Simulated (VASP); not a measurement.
Consider the following.

```xyz
9
Lattice="2.0688 -3.5832 0.0000 2.0688 3.5832 0.0000 0.0000 0.0000 5.0012" Properties=species:S:1:pos:R:3 pbc="T T T"
Si     2.9357    -2.0817     1.6671
Si     2.4037     0.0000     0.0000
Si     2.9357     2.0817     3.3342
O      1.4231     0.0775     1.2618
O      3.3589     1.1937     4.5960
O      1.4243    -2.3120     2.0724
O      3.3589    -1.1937     0.4053
O      1.4231    -0.0775     3.7395
O      1.4243     2.3120     2.9289
```

The numbers are results of r2SCAN meta-GGA, VASP's PBE PAW potentials (set 64) (plane waves; VASP 6.6.1), not measurements. Numerical set-up: 620 eV cut-off, 6×6×5 Γ-centred mesh, Gaussian smearing of 0.050 eV, potentials Si O.

Task: The ions, cell shape and volume at an external pressure of 45.0 GPa are relaxed. Give the cell that the relaxation ends in.

Result: 
```xyz
9
Lattice="2.0719 -3.5887 0.0000 2.0719 3.5887 0.0000 0.0000 0.0000 4.9986" Properties=species:S:1:pos:R:3 pbc="T T T"
Si     2.9383    -2.0882     1.6662
Si     2.4112     0.0000     0.0000
Si     2.9383     2.0882     3.3324
O      1.4244     0.0795     1.2573
O      3.3628     1.1938     4.5897
O      1.4286    -2.3154     2.0752
O      3.3628    -1.1938     0.4089
O      1.4244    -0.0795     3.7414
O      1.4286     2.3154     2.9235
```
Space group P3_221 (154), at a tolerance of 0.03 Å.

Task: How do energy and volume change from the first to the last step?

Result: The energy (σ→0) changes by -6.1 meV/atom and the volume by +0.3 %, in 5 ionic steps.

The compound is SiO2 in the quartz structure. This run relaxes it under an external pressure of 45 GPa. Symmetry was kept, so distortions that lower it aren't found.
